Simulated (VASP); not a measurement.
Level of theory: PBE GGA, VASP's PBE PAW potentials (set 64) (plane waves; VASP).

VASP ran on this input.

### KPOINTS
```
Regular mesh
0
G
 6 6 5
```

### POSCAR
```
Se
1
    2.1661390000    -3.7518630000     0.0000000000
    2.1661390000     3.7518630000     0.0000000000
    0.0000000000     0.0000000000     4.9072720000
Se
3
Direct
  0.0000000000   0.2250000000   0.6666670000
  0.7750000000   0.7750000000   0.0000000000
  0.2250000000   0.0000000000   0.3333330000
```

INCAR:
```
! general
SYSTEM  = Se
PREC    = Accurate
ENCUT   = 300
LREAL   = F
LASPH   = T

! electronic loop
EDIFF   = 1E-6
NELM    = 100
ALGO    = Normal
LMAXMIX = 4

! smearing
ISMEAR  = -1
SIGMA   = 0.01

! functional
GGA     = PE

! ions
ISIF    = 2

! output
LWAVE   = F
LCHARG  = F
```

POTCAR, in this order: Se (PBE.64 set). Program: vasp_std.

What VASP printed:

### OSZICAR
```
       N       E                     dE             d eps       ncg     rms          rms(c)
DAV:   1     0.651451279813E+02    0.65145E+02   -0.53305E+03   702   0.730E+02
DAV:   2    -0.641281070068E+01   -0.71558E+02   -0.69254E+02   912   0.153E+02
DAV:   3    -0.104630490109E+02   -0.40502E+01   -0.40290E+01   822   0.427E+01
DAV:   4    -0.104937184581E+02   -0.30669E-01   -0.30658E-01   837   0.435E+00
DAV:   5    -0.104940102609E+02   -0.29180E-03   -0.29180E-03   857   0.396E-01    0.741E+00
DAV:   6    -0.104355625552E+02    0.58448E-01   -0.38642E-02   792   0.142E+00    0.459E+00
DAV:   7    -0.104164452563E+02    0.19117E-01   -0.76510E-02   757   0.198E+00    0.203E-01
DAV:   8    -0.104157499570E+02    0.69530E-03   -0.90751E-03   722   0.691E-01    0.108E-01
DAV:   9    -0.104158556360E+02   -0.10568E-03   -0.33635E-04   902   0.133E-01    0.348E-02
DAV:  10    -0.104159005667E+02   -0.44931E-04   -0.48180E-05   762   0.536E-02    0.685E-03
DAV:  11    -0.104159044240E+02   -0.38573E-05   -0.84289E-06   827   0.201E-02    0.380E-03
DAV:  12    -0.104159042763E+02    0.14764E-06   -0.15808E-06   546   0.953E-03
   1 F= -.10415904E+02 E0= -.10415904E+02  d E =-.829058E-13
```

### OUTCAR
```
------------------------ aborting loop because EDIFF is reached ----------------------------------------
  FORCE on cell =-STRESS in cart. coord.  units (eV):
  Direction    XX          YY          ZZ          XY          YZ          ZX
  --------------------------------------------------------------------------------------
  Total        1.8736378      1.8736380      3.2836194      0.0000000     -0.0000000      0.0000000
  in kB       37.6350768     37.6350808     65.9568612      0.0000000     -0.0000000      0.0000000
  external PRESSURE =      47.0756729 kB  Pullay stress =       0.0000000 kB
  volume of cell :       79.76
      direct lattice vectors                 reciprocal lattice vectors
     2.166139000 -3.751863000  0.000000000     0.230825446 -0.133267126  0.000000000
     2.166139000  3.751863000  0.000000000     0.230825446  0.133267126  0.000000000
     0.000000000  0.000000000  4.907272000     0.000000000  0.000000000  0.203779208
 POSITION                                       TOTAL-FORCE (eV/Angst)
 -----------------------------------------------------------------------------------
      0.48738      0.84417      3.27152         0.372319      0.644876     -0.000000
      3.35752      0.00000      0.00000        -0.744639      0.000000     -0.000000
      0.48738     -0.84417      1.63576         0.372319     -0.644876      0.000000
 -----------------------------------------------------------------------------------
    total drift:                               -0.000214     -0.000443      0.000007
  FREE ENERGIE OF THE ION-ELECTRON SYSTEM (eV)
  ---------------------------------------------------
  free  energy   TOTEN  =       -10.4159042763 eV

  energy  without entropy=      -10.4159042763  energy(sigma->0) =      -10.41590428
```
(Selected blocks of OUTCAR.)

The structure is a typed Se crystal (P3_121). The cell was not relaxed at this level, and its volume differs by -5.9 % from the start's.
